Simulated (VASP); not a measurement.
Write the native input for VASP 6.6.1 that does the following.

```
Task                   : Born charges and dielectric tensor
Functional             : LDA
Potentials or basis    : VASP PAW LDA potentials, release 64 (Ti_sv, O)
Cutoff                 : 600 eV
k mesh                 : 6 × 6 × 10
Occupations            : gaussian, width 0.02 eV
Spin                   : no spin polarisation
Further INCAR settings : ALGO = Fast; EDIFF = 1e-08; IBRION = 8; NSW = 1
```

The structure of TiO2 lies in POSCAR:

```
TiO2
1.0
    4.5521200000      0.0000000000      0.0000000000
    0.0000000000      4.5521200000      0.0000000000
    0.0000000000      0.0000000000      2.9218700000
Ti O
2 4
Direct
    0.0000000000      0.0000000000      0.0000000000
    0.5000000000      0.5000000000      0.5000000000
    0.3038500000      0.3038500000      0.0000000000
    0.1961500000      0.8038500000      0.5000000000
    0.6961500000      0.6961500000      0.0000000000
    0.8038500000      0.1961500000      0.5000000000
```

These files were run (other wordings do the same):

INCAR

```
ALGO = Fast ; EDIFF = 1E-8
ENCUT = 600 ; IBRION = 8
ISIF = 2 ; ISMEAR = 0
LASPH = T ; LCHARG = F
LEPSILON = T ; LREAL = F
LWAVE = F ; NELM = 80
NSW = 1 ; PREC = Accurate
SIGMA = 0.02
```

KPOINTS

```
k-points
0
Gamma
  6 6 10
```

Potentials or basis: VASP PAW LDA potentials, release 64 (Ti_sv, O).

The run is started by

```bash
$ cat potpaw_LDA.64/Ti_sv/POTCAR potpaw_LDA.64/O/POTCAR > POTCAR
$ mpirun -np 1 vasp_std > vasp.out
```

It gave:

```yaml
Band_gap_on_the_k_mesh: 1.82 eV, direct
Electronic_dielectric_tensor_diagonal: 7.55, 7.55, 8.92
Born_charges_mean_of_the_diagonal: Ti +6.78; O -3.39 e
Highest_phonon_frequency_at_Γ_LO-TO_splitting_left_out: 818 cm⁻¹
```

Wall time 51 min on 1 thread of Intel(R) Xeon(R) 6975P-C (Granite Rapids), on a shared host, peak memory 0.64 GiB.
